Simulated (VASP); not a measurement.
Input for VASP

INCAR:
```
! general
SYSTEM   =  LiBr
PREC     =  Accurate
ENCUT    =  400
LREAL    =  .FALSE.   ! projection in real space or not
LASPH    =  .TRUE.

! electronic loop
EDIFF    =  1E-6   ! SCF stop (eV)
NELM     =  100
ALGO     =  Normal
LMAXMIX  =  4   ! l cut-off of mixed one-centre charges

! smearing
ISMEAR   =  -1   ! Fermi-Dirac
SIGMA    =  0.05   ! width (eV)

! functional
GGA      =  PE   ! PBE

! ions
IBRION   =  2
NSW      =  50
ISIF     =  3   ! ions, shape and volume
EDIFFG   =  -0.01   ! ionic stop

! output
LWAVE    =  .FALSE.
LCHARG   =  .FALSE.
```

### POSCAR
```
LiBr
1.0
  0.0000000000   2.7244250000   2.7244250000
  2.7244250000   0.0000000000   2.7244250000
  2.7244250000   2.7244250000   0.0000000000
Li Br
1 1
Cart
  0.0000000000   0.0000000000   0.0000000000
  2.7244250000   2.7244250000   2.7244250000
```

**KPOINTS**
```
Automatic
0
G
  7 7 7
```

POTCAR, in this order: Li_sv Br (PBE.64 set). Program: vasp_std.

Question: Write an equivalent input for Ansatz.

Answer: One equivalent input (not run):
Ansatz 0.2 input:
```yaml
crystal:
  lattice:
    - [0.0000000, 2.7244250, 2.7244250]
    - [2.7244250, 0.0000000, 2.7244250]
    - [2.7244250, 2.7244250, 0.0000000]
  atoms:
    - { symbol: Li, position: [0.0000000, 0.0000000, 0.0000000] }
    - { symbol: Br, position: [0.5000000, 0.5000000, 0.5000000] }
kpoints:
  mp_grid: { grid: [7, 7, 7] }
hamiltonian:
  xc: pbe
  pseudopotentials: { kind: paw }
scf:
  occupations: { method: fermi_dirac, width: 0.05 }
  max_iter: 100
relax:
  max_steps: 50
  f_tol: 0.01
  cell: {}
output: { forces: true, stress: true, eigenvalues: true }
```
Limits of the translation: each code has its own PAW files, so the cut-off isn't converted (ENCUT is set for VASP's; basis.ecutwfc is left out, and Ansatz then takes the one that its files recommend); Ansatz stops its SCF on the density residual and VASP on the energy change (EDIFF).

The structure is a typed LiBr crystal. The cell was not relaxed at this level. The run is one of a series of settings (EDIFFG = -0.01, IBRION = 2, ISIF = 3, NSW = 50 against the base run), some of them coarse on purpose.
